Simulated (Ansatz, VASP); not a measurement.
# Cross-check of SiC between VASP and Ansatz, part 3 of 3

Aim: how closely do two programs agree when they are given the same cell, functional and k mesh? The cell is taken from a series of runs on this material, whose earlier steps may have relaxed, scaled, displaced or heated it; both programs get it as it stands.

VASP 6.6.1 and Ansatz 0.2.0.

So far: The starting structure; VASP: zone-centre phonons, LDA.

**3. Ansatz: zone-centre phonons, LDA**

Level of this step: Ansatz beside VASP: Kohn-Sham DFT, plane waves, LDA (Ansatz).

Ansatz runs on its PAW soft_1 files.

The same cell, functional (in two slightly different forms) and mesh now go to Ansatz, which takes its cutoff from its data sets.

input.yaml

```yaml
crystal:
  lattice:
    - [3.0557570942, 0.0, 0.0]
    - [-1.5278785471, 2.6463632714, 0.0]
    - [0.0, 0.0, 10.1123110148]
  atoms:
    - { symbol: C, position: [0.6666666684, 0.3333333316, 0.7500938818] }
    - { symbol: C, position: [0.3333333316, 0.6666666684, 0.2500938818] }
    - { symbol: C, position: [2.3e-09, -2.3e-09, 0.5006998815] }
    - { symbol: C, position: [-2.3e-09, 2.3e-09, 0.0006998815] }
    - { symbol: Si, position: [0.6666666661, 0.3333333339, 0.9375988548] }
    - { symbol: Si, position: [0.3333333339, 0.6666666661, 0.4375988548] }
    - { symbol: Si, position: [2.4e-09, -2.4e-09, 0.6876063818] }
    - { symbol: Si, position: [-2.4e-09, 2.4e-09, 0.1876063818] }
kpoints:
  mp_grid: { grid: [9, 9, 4] }
hamiltonian:
  xc: lda
  pseudopotentials: { kind: paw, azcp: { folder: soft_1 }, xc_functional: pbe }
scf:
  occupations: { method: fixed }
output:
  eigenvalues: true
phonons:
  method: dfpt
  dielectric: true
  rigid_motions: translations
```

Started as:

```console
> ansatz run input.yaml --threads 8 --pin off --max-ram 16384MiB --backend cpu --events-out ev --progress --plain --runs-dir out
```

Numbers of over 12 decimals in the logs are rounded to 6 here.

Output:

```text
Engine: ansatz 0.2.0, aarch64-unknown-linux-gnu
Pseudopotentials: kind: paw
Pseudopotential: C, paw, valence charge 4, recommended cutoff 420 eV (normal), soft_1/C.paw.azcp
Pseudopotential: Si, paw, valence charge 4, recommended cutoff 420 eV (normal), soft_1/Si.paw.azcp
Functional definition: SPW92
  exchange = slater_x
  correlation = pw_c
Crystal: 8 atoms, lattice volume = 81.775 Å³
Basis set: ecut = 420 eV, 1581 PW (Γ), exchange–correlation on 48×48×144 points (8 copies of the dense FFT grid, shifted against one another)
Bands: 24, of which v1, the nominal top of the filled ones, is band 16 counted from 1 (15 counted from 0)
Symmetry: 12 space group operations
k-points: 95 of 324 (irreducible under 2 space group operations, time reversal used)
Non-local potential: C, projectors of the file, l = 0: 2, l = 1: 2, l = 2: 1
Non-local potential: Si, projectors of the file, l = 0: 2, l = 1: 2, l = 2: 1
PAW form: soft (Blöchl's): semilocal exchange-correlation on the pseudo side does not see the compensation charge
PAW frozen core: C, regenerated for the run's functional, and the local potential with it (the file was generated under x = pbe(κ = 0.804, μ = 0.219515), c = pbe(β = 0.066725))
PAW frozen core: Si, regenerated for the run's functional, and the local potential with it (the file was generated under x = pbe(κ = 0.804, μ = 0.219515), c = pbe(β = 0.066725))
PAW one-centre angular grid: C, 110 points (default); XC on 64 Gauss nodes
PAW one-centre angular grid: Si, 110 points (default); XC on 64 Gauss nodes
Initial density: superposition of atomic densities (chi_scale 0.1, normalization cell, long waves kept (reshape's long-wave potential 0.00 eV rms))
Initial wavefunctions: pseudopotential atomic-orbital guess
Functional: x = slater, c = lda
SCF iter   1: F=—  HF=-3415.106613 eV  |F-HF|=—  |Δ(HF+E_count)|=         —  Δρ=1.40e-1  dr2=1.94e1  ethr=3.10e-3  ⟨swp⟩=5.0  Hψ=10626  notcnv=0  defer=499
preconditioner: auto → none  [insulator: Δε(μ)=4.126 eV  Ē_g=12.837 eV  n_scr=6 (ndim 8)  ℏωp=23.2 eV  f_vac=0.000  ε∞_Penn≈4.3]
SCF iter   2: F=—  HF=-3409.247180 eV  |F-HF|=—  |Δ(HF+E_count)|=    5.86e0  Δρ=5.03e-2  dr2=1.35e0  ethr=3.10e-3  ⟨swp⟩=4.0  Hψ=6319  notcnv=0  defer=558
SCF iter   3: F=—  HF=-3408.849346 eV  |F-HF|=—  |Δ(HF+E_count)|=   3.98e-1  Δρ=1.87e-2  dr2=1.49e-1  ethr=3.10e-3  ⟨swp⟩=2.3  Hψ=4185  notcnv=0  defer=555
SCF iter   4: F=—  HF=-3408.816121 eV  |F-HF|=—  |Δ(HF+E_count)|=   3.32e-2  Δρ=1.45e-3  dr2=9.76e-4  ethr=4.65e-4  ⟨swp⟩=2.5  Hψ=2904  notcnv=0  defer=568
SCF iter   5: F=—  HF=-3408.816371 eV  |F-HF|=—  |Δ(HF+E_count)|=   2.50e-4  Δρ=3.01e-4  dr2=1.49e-4  ethr=3.05e-6  ⟨swp⟩=2.2  Hψ=3632  notcnv=0  defer=570
SCF iter   6: F=—  HF=-3408.816335 eV  |F-HF|=—  |Δ(HF+E_count)|=   3.56e-5  Δρ=1.22e-4  dr2=1.08e-5  ethr=4.67e-7  ⟨swp⟩=2.1  Hψ=3055  notcnv=0  defer=556
SCF iter   7: F=—  HF=-3408.816336 eV  |F-HF|=—  |Δ(HF+E_count)|=   9.35e-7  Δρ=2.83e-5  dr2=6.47e-7  ethr=3.36e-8  ⟨swp⟩=2.1  Hψ=2961  notcnv=0  defer=340
SCF iter   8: F=—  HF=-3408.816334 eV  |F-HF|=—  |Δ(HF+E_count)|=   2.42e-6  Δρ=8.38e-6  dr2=9.30e-8  ethr=2.02e-9  ⟨swp⟩=2.3  Hψ=3588  notcnv=0  defer=288
SCF iter   9: F=—  HF=-3408.816334 eV  |F-HF|=—  |Δ(HF+E_count)|=   2.06e-8  Δρ=1.79e-6  dr2=1.88e-9  ethr=2.91e-10  ⟨swp⟩=2.1  Hψ=2932  notcnv=0  defer=287
SCF iter  10: F=-3408.816334 eV  HF=-3408.816334 eV  |F-HF|=1.09e-11  |Δ(HF+E_count)|=  3.25e-10  Δρ=3.61e-7  dr2=4.34e-11  ethr=1.00e-12  ⟨swp⟩=14.9  Hψ=19850  notcnv=0
SCF 1 converged in 10 iterations: F = -3408.816334 eV  dr2 = 4.34e-11
  greatest PAW one-centre occupation: 0.641 electrons in one spin orbital (limit 2), on the C atom at site 1 (counted from 0), in its partial waves of l = 0
NSCF: frozen V_eff on 4 k-points
DFPT response loops at Γ: preconditioner auto → Resta (q_TF=auto, 2.333 Å⁻¹)  ε∞=5.2 (no band partly filled); β = 1.00, the filter's whole step (`scf.mixing.beta` (0.50) is not read by the response loops at its default; to damp them type it under 1.00, their step now; it binds the ground state too); Broyden in place of MSR1
── the response to a field inside a basis, on 10×10×4 k-points: an SCF that follows is theirs, and a resumed run solves both again ──
Bands: 17, of which v1, the nominal top of the filled ones, is band 16 counted from 1 (15 counted from 0)
k-points: 60 of 400 (irreducible under 4 space group operations, time reversal used)
Initial density: handed on by an earlier stage of this run
Initial wavefunctions: pseudopotential atomic-orbital guess (no wavefunctions were taken with the density)
Eigensolver: Dense (60 Hₖ)
SCF iter   1: F=—  HF=-3408.806709 eV  |F-HF|=—  |Δ(HF+E_count)|=         —  Δρ=1.33e-4  dr2=3.52e-6  ethr=1.00e-1
preconditioner: auto → none  [insulator: Δε(μ)=2.296 eV  Ē_g=9.760 eV  n_scr=6 (ndim 8)  ℏωp=23.2 eV  f_vac=0.000  ε∞_Penn≈6.7]
SCF iter   2: F=—  HF=-3408.806710 eV  |F-HF|=—  |Δ(HF+E_count)|=   5.54e-7  Δρ=6.43e-5  dr2=7.82e-7  ethr=1.10e-8
SCF iter   3: F=-3408.806710 eV  HF=-3408.806710 eV  |F-HF|=5.34e-8  |Δ(HF+E_count)|=   2.71e-7  Δρ=5.06e-6  dr2=6.07e-8  ethr=2.44e-9
SCF 1 converged in 3 iterations: F = -3408.806710 eV  dr2 = 6.07e-8
DFPT response loops at Γ: preconditioner auto → Resta (q_TF=auto, 2.333 Å⁻¹)  ε∞=5.1 (no band partly filled); β = 1.00, the filter's whole step (`scf.mixing.beta` (0.50) is not read by the response loops at its default; to damp them type it under 1.00, their step now; it binds the ground state too); Broyden in place of MSR1
SCF converged after 10 iterations
Free energy (F): -3408.816334 eV
Harris-Foulkes:  -3408.816334 eV  (|F-HF|=1.09e-11)
Internal energy: -3408.816334 eV  (E = F + TS)
E sigma→0 (E₀):  -3408.816334 eV
Fermi energy:    9.497559 eV
--- Per-component energies (eV) ---
  E_band       = 111.953083
  E_kinetic    = 535.584956
  E_local      = -386.875321  (includes V_loc(G=0)·N_el)
  E_nonlocal   = 189.189191
  E_hartree    = 126.407485
  E_xc         = -420.315647
  E_vxc        = -435.838310  (∫ρ·V_xc dr)
  E_paw        = -2310.449900  (= ΣΔE_a)
  E_vpaw       = -42.922571  (= ΣTr[D̂ρ^β])
  E_aug_tail   = 0.000190  (compensation charges beyond the density's cutoff)
  E_ewald      = -1142.945942
  E_core_change = 0.588653  (= ΣΔE_core)
  E_smearing   = -0.000000  (= −TS)
  E_closure    = 0.000000  (closes the sum)
  Σ components = -3408.816334   (vs F -3408.816334, Δ=0.00e0)
--- Band table (eV; the first three rows and the last of 95) ---
  k-point 0: bands = [... 12 lower, 8.9307, 9.3384, 9.4976, 9.4976, 14.7687, 15.3210, 15.7565, 15.9297, ... 4 higher]
  k-point 1: bands = [... 12 lower, 9.0971, 9.0971, 9.4438, 9.4438, 14.8207, 15.1792, 16.0724, 16.1107, ... 4 higher]
  k-point 2: bands = [... 12 lower, 9.2979, 9.2979, 9.2979, 9.2979, 14.9678, 14.9678, 16.3970, 16.3970, ... 4 higher]
  k-point 94: bands = [... 12 lower, 6.2146, 6.2146, 8.0183, 8.0183, 13.6742, 13.6742, 14.8595, 14.8595, ... 4 higher]
--- Phonons (Γ-DFPT): 8 representative perturbations + reference, on 95 of 324 k-points (Σ response iterations 25) ---
  k mesh reduced under 2 symmetry operations, with k and −k counted as one. Each operation leaves every solved perturbation unchanged. A smaller set is not considered because the run solves the response to a homogeneous field
  ASR residual: 1.770e-4 → 0.000e0 eV/Å²; symmetrization residual: 2.884e-6 eV/Å²
  ASR residual per site (eV/Å²): 1.77e-4 1.77e-4 7.70e-5 7.70e-5 3.17e-5 3.17e-5 1.36e-4 1.36e-4
  Γ frequencies (cm⁻¹): 0.00 0.00 0.00 191.47 191.47 198.62 198.62 258.93 258.93 392.76 400.14 598.78 767.20 767.20 769.64 776.62 776.62 784.05 784.05 796.47 796.47 825.05 899.47 908.39
  ε∞ (high-frequency dielectric tensor):
        6.956122     0.000000     0.000000
        0.000000     6.956122     0.000000
        0.000000     0.000000     7.333143
  ε⁰ (static dielectric tensor: ions relaxed, cell fixed):
       10.247573     0.000000    -0.000000
        0.000000    10.247573     0.000000
       -0.000000     0.000000    11.119892
  ε⁰ − ε∞ (ionic part):
        3.291452     0.000000    -0.000000
        0.000000     3.291452     0.000000
       -0.000000     0.000000     3.786749
  softest optical mode at Γ: 191.47 cm⁻¹; the repairs (sum rule, projections) moved no ω² at Γ by more than (2.36 cm⁻¹)²
  Born effective charges Z* (e; rows j = field, columns β = displacement):
    site 0:
        -2.72140   -0.00000   -0.00000
        -0.00000   -2.72140   -0.00000
        -0.00000   -0.00000   -2.76425
    site 1:
        -2.72140    0.00000    0.00000
        -0.00000   -2.72140    0.00000
        -0.00000    0.00000   -2.76425
    site 2:
        -2.68096    0.00000   -0.00000
         0.00000   -2.68096   -0.00000
        -0.00000   -0.00000   -2.83276
    site 3:
        -2.68096    0.00000    0.00000
         0.00000   -2.68096   -0.00000
         0.00000    0.00000   -2.83276
    site 4:
         2.69648    0.00000   -0.00000
        -0.00000    2.69648    0.00000
         0.00000    0.00000    2.67037
    site 5:
[...]
site 6:
[...]
site 7:
[...]
Z* charge neutrality: 1.015e-2 e pre-enforcement
  solved inside a basis spanned on kpoints, on 10×10×4 k-points, its susceptibility summed on 14×14×4: ε∞ is read to err by 2.7e-2, Z* by 1.6e-2 e (field_mesh: kpoints solves on kpoints); Z* is corrected for what the basis lacks
  optical modes at Γ without the LO–TO term, one row a degenerate level:
      ω (cm⁻¹)  modes    IR ((D/Å)²/amu)
[...]
optical modes at Γ + LO–TO along q̂ = [1.0000, 0.0000, 0.0000]:
      ω (cm⁻¹)  modes    IR ((D/Å)²/amu)
[...]
optical modes at Γ + LO–TO along q̂ = [0.0000, 1.0000, 0.0000]:
      ω (cm⁻¹)  modes    IR ((D/Å)²/amu)
[...]
optical modes at Γ + LO–TO along q̂ = [0.0000, 0.0000, 1.0000]:
      ω (cm⁻¹)  modes    IR ((D/Å)²/amu)
[...]
767.20      2             0.0969
        776.62      2             0.0000
        784.05      2             0.0000
        796.47      2           159.9753
        824.74      1             0.0585
        899.47      1             0.0000
        908.39      1             0.0000
        947.87      1            85.8872
```

Reading the cycles: dr2 is the Hartree energy of the density residual (eV), the measure of convergence; HF is the Harris–Foulkes estimate of the energy, which meets the free energy F at convergence.

**4. Differences**

Known differences besides the potentials themselves: the two LDA forms differ slightly; fixed occupations in Ansatz, narrow Gaussian smearing in VASP; VASP's response is taken on the typed mesh, Ansatz refines its own for the field response alone; the cutoff is 420 eV in Ansatz and 600 eV in VASP; VASP's log shows a relativistic correction to its local exchange, Ansatz's none. Total energies have different zeros and are not compared.

Both answers:

```tsv
quantity	Ansatz	VASP	difference
ε∞ xx	6.96	7.02	-0.98 %
ε∞ yy	6.96	7.02	-0.98 %
ε∞ zz	7.33	7.34	-0.16 %
Born charge of C1 (mean of the diagonal) (e)	-2.74	-2.72	-0.01
Born charge of Si5 (mean of the diagonal) (e)	2.69	2.67	+0.02
optical mode 1 to 2 (cm⁻¹)	191.5	191.5	+0.00 %
optical mode 3 to 4 (cm⁻¹)	198.6	198.7	-0.05 %
optical mode 5 to 6 (cm⁻¹)	258.9	259.0	-0.04 %
optical mode 7 (cm⁻¹)	392.8	393.1	-0.08 %
optical mode 8 (cm⁻¹)	400.1	401.3	-0.30 %
optical mode 9 (cm⁻¹)	598.8	598.1	+0.11 %
optical mode 10 to 11 (cm⁻¹)	767.2	767.6	-0.05 %
optical mode 12 (cm⁻¹)	769.6	769.7	-0.01 %
optical mode 13 to 14 (cm⁻¹)	776.6	776.7	-0.01 %
optical mode 15 to 16 (cm⁻¹)	784.0	784.1	+0.00 %
optical mode 17 to 18 (cm⁻¹)	796.5	796.7	-0.02 %
optical mode 19 (cm⁻¹)	825.0	825.5	-0.06 %
optical mode 20 (cm⁻¹)	899.5	899.3	+0.02 %
optical mode 21 (cm⁻¹)	908.4	907.6	+0.09 %
```

Modes are paired by rising frequency, not by their patterns, so a pair may set unlike modes beside each other; they are those without the splitting of longitudinal modes.

**5. Results**

```
r.m.s. difference of the optical zone-centre modes, each program's sorted by frequency (zone-centre phonons, LDA) : 0.39 cm⁻¹
difference in ε∞ xx (zone-centre phonons, LDA)                                                                    : -1.0 %
```

The r.m.s. difference of the optical zone-centre modes, each program's sorted by frequency is 0.39 cm⁻¹ (zone-centre phonons, LDA). Among the rows given in per cent, the largest difference of the zone-centre phonons, LDA pair is in ε∞ xx, -1.0 %. Such differences can come from data sets, numerical settings and the points named under the comparisons, not from the functional's error against experiment.

[Lines on the potential files, build, host, timing and source positions are cut from VASP's logs without a mark.]

[Logs are printed without paths, hosts, clocks, repeated set-up lines and the standing remarks that a program may print on its own settings, such as how far it seeks lower states.]

[Hosts, paths, dates, database ids (printed as entryN), source tags and the programs' standing remarks are cut or masked in the printed files.]
